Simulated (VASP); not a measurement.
Input:

```yaml
crystal:
  lattice:
    - [2.98163, 0.00000, 0.00000]
    - [0.00000, 2.93691, 0.00000]
    - [0.00000, 0.00000, 2.98163]
  atoms:
    - { symbol: Al, position: [0.50000, 0.50000, 0.50000] }
    - { symbol: Ru, position: [0.00000, 0.00000, 0.00000] }
```

These are r2SCAN meta-GGA, VASP's PBE PAW potentials (set 64) (plane waves; VASP) values and carry that method's errors. Run with 480 eV cut-off, 12×12×12 Γ-centred mesh, first-order Methfessel-Paxton smearing of 0.10 eV, potentials Al Ru_pv.

Give the stress tensor in GPa (positive for a compressed cell).

```
2.62  0.00  0.00
0.00  5.69  0.00
0.00  0.00  2.62
```
The pressure is its mean diagonal, 3.64 GPa.

The compound is RuAl in the CsCl type structure. This cell was strained or had an atom moved on purpose. The electron count is odd and the run is not spin-polarised, which forces a metal.
